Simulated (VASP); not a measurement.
Runs of VASP 6.6.1 on CeZn2Ni. The structure is tetragonal, space group P4/mmm (No. 123). Conventional cell: a = 3.864 Å, b = 3.864 Å, c = 4.919 Å, α = 90.00°, β = 90.00°, γ = 90.00°. Ce (site symmetry 4/mmm) has 4 Ni at 2.73 Å and 8 Zn at 3.13 Å as nearest neighbours. Zn (site symmetry mmm) is surrounded by 4 Zn at 2.73 Å and 4 Ce at 3.13 Å and 4 Ni at 3.13 Å. Ni (site symmetry 4/mmm) is surrounded by 4 Ce at 2.73 Å and 8 Zn at 3.13 Å. The cell comes from a database or a generator and needn't be the stable form of this composition.

```csv
task,level,U,cell,cutoff (eV),gap on the mesh (eV),pressure (GPa),moment (μB),relaxed volume (Å³/atom)
band structure,AM05,-,as given,520,-,-,0.10,-
band structure,r2SCAN,-,as given,520,-,-2.0,0.00,-
band structure,PW91,-,as given,520,-,-,0.28,-
relaxation of cell and atoms,PBEsol+U,"Ce f U = 8 eV, Ni d U = 8 eV",relaxed,600,none,0.0,0.00,(a)
relaxation of cell and atoms,PBEsol,-,relaxed,600,none,0.0,0.00,(b)
```

Alike in all rows: potentials or basis VASP PAW PBE potentials, release 64 (Ce, Zn, Ni); spin collinear, ferromagnetic start; k mesh 5 × 5 × 5; smearing fermi-dirac 0.05 eV.

Question: Estimate the missing entries.

Answer: (a) 17.08; (b) 17.45.

Caveats: the magnetic or orbital state may not be the lowest; the PAW data sets were made with another functional, which shifts forces and pressure a little; spin-orbit coupling is left out, which moves the levels of the heavy elements; without U or exact exchange the open f shell lies at the Fermi level, which spoils levels, moments and volumes (some runs).

A k mesh can miss the band edges, and the runs leave out spin-orbit coupling on Ce.

A gap of «none» marks a metal or a gap under the smearing width.

Not every run made on this cell is shown here.
